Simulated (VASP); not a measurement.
Consider the following.

```xyz
2
Lattice="0.0000 3.2747 3.2747 3.2747 0.0000 3.2747 3.2747 3.2747 0.0000" Properties=species:S:1:pos:R:3 pbc="T T T"
Ba     0.0000     0.0000     0.0000
S      3.2747     3.2747     3.2747
```

Method: r2SCAN+rVV10, VASP's PBE PAW potentials (set 64) (plane waves; VASP). Settings: 520 eV cut-off, 7×7×7 Γ-centred mesh, Gaussian smearing of 0.050 eV, potentials Ba_sv S.

Q: Estimate the energy per atom (σ→0), pressure.

A: 
| Item | Value |
|---|---|
| energy per atom (σ→0) | -19405 meV/atom |
| pressure | -2.35 GPa |

Only differences to runs with the same potentials and settings are physical.

The compound is BaS in the rock salt structure. This cell is one point of a volume scan, at 1.06 of the reference volume.
